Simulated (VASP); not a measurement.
Consider the following.

```
CELL_PARAMETERS angstrom
      3.69039    -1.94442    -0.03583
      3.69039     1.94442    -0.03583
      2.69714     0.00000     3.18221
ATOMIC_POSITIONS crystal
  As 0.22872 0.22872 0.22872
  As 0.77128 0.77128 0.77128
```

Level of theory: PBE GGA with D3 dispersion (zero damping), VASP's PBE PAW potentials (set 64) (plane waves; VASP 6.6.1). Numerical set-up: 520 eV cut-off, 12×12×12 Γ-centred mesh, first-order Methfessel-Paxton smearing of 0.10 eV, potentials As.

The ions and cell shape at fixed volume are relaxed. Predict the relaxed structure.

```
CELL_PARAMETERS angstrom
      3.78859    -1.91524     0.01211
      3.78859     1.91524     0.01211
      2.81025     0.00000     3.18185
ATOMIC_POSITIONS crystal
  As 0.22585 0.22585 0.22585
  As 0.77415 0.77415 0.77415
```
Space group R-3m (166), at a tolerance of 0.03 Å.

How much energy does the relaxation gain?

The energy (σ→0) changes by -7.6 meV/atom, in 8 ionic steps.

```csv
step,E(σ→0) (eV),max force (eV/Å),pressure (GPa),volume (Å³)
1,-9.7750,0.319,-3.85,46.04
2,-9.7839,0.123,-3.14,46.04
3,-9.7866,0.056,-2.50,46.04
4,-9.7892,0.024,-2.29,46.04
5,-9.7902,0.015,-2.05,46.04
6,-9.7902,0.018,-2.04,46.04
7,-9.7902,0.020,-2.03,46.04
8,-9.7902,0.001,-1.95,46.04
```

The compound is As in the a7 structure. This cell is one point of a volume scan, at 1.06 of the reference volume. Symmetry was kept, so distortions that lower it aren't found.
